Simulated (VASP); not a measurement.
Computed with PBE GGA, VASP's PBE PAW potentials (set 64) (plane waves; VASP 6.6.1).

Gaps are without spin-orbit coupling.

Q: Order these relaxed crystals by band gap, smallest first: LiCl, Fm-3m (225); Bi2Se3, R-3m (166); SrCl2, Fm-3m (225); Te, P3_121 (152).

A: Te, P3_121 (152) (0.21 eV), Bi2Se3, R-3m (166) (0.57 eV), SrCl2, Fm-3m (225) (5.23 eV), LiCl, Fm-3m (225) (6.30 eV)
